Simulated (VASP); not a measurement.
Level of theory: PBE GGA, VASP's PBE PAW potentials (set 64) (plane waves; VASP).

VASP input:

**INCAR**
```
SYSTEM = Si
PREC = Accurate
ENCUT = 400
EDIFF = 1E-6
NELM = 100
ALGO = Normal
LREAL = .FALSE.
LASPH = .TRUE.
ISMEAR = 0
SIGMA = 0.05
GGA = PE
LWAVE = .FALSE.
LCHARG = .FALSE.
IBRION = 2
ISIF = 3
NSW = 60
EDIFFG = -0.01
```

### POSCAR
```
Si
1.0
  0.0000000000   2.7155000000   2.7155000000
  2.7155000000   0.0000000000   2.7155000000
  2.7155000000   2.7155000000   0.0000000000
Si
2
direct
  0.0000000000   0.0000000000   0.0000000000
  0.2500000000   0.2500000000   0.2500000000
```

KPOINTS:
```
Automatic mesh
0
Gamma
8 8 8
0 0 0
```

POTCAR, in this order: Si (PBE.64 set). Program: vasp_std.

Energy and stress use the plane-wave basis of the starting cell.

Q: Predict the energy per atom (σ→0), volume per atom.

A: 
```json
{
 "energy per atom (σ→0)": "-523.2 kJ/mol-atom",
 "volume_per_atom": "20.44 Å^3/atom"
}
```

File OSZICAR:
```
...
       N       E                     dE             d eps       ncg     rms          rms(c)
DAV:   1    -0.108468538716E+02   -0.33431E-02   -0.43850E-02   560   0.119E+00    0.201E-01
DAV:   2    -0.108461240554E+02    0.72982E-03   -0.60932E-04   560   0.167E-01    0.121E-01
DAV:   3    -0.108457506785E+02    0.37338E-03   -0.79938E-04   552   0.143E-01    0.401E-02
DAV:   4    -0.108457517700E+02   -0.10915E-05   -0.77257E-06   584   0.251E-02    0.355E-02
DAV:   5    -0.108457543360E+02   -0.25659E-05   -0.20855E-06   504   0.106E-02    0.796E-03
DAV:   6    -0.108457542223E+02    0.11366E-06   -0.22441E-08   232   0.147E-03
   3 F= -.10845754E+02 E0= -.10845754E+02  d E =-.491444E-02
```

The compound is Si in the diamond structure. This run relaxes it. Symmetry was kept, so distortions that lower it aren't found.
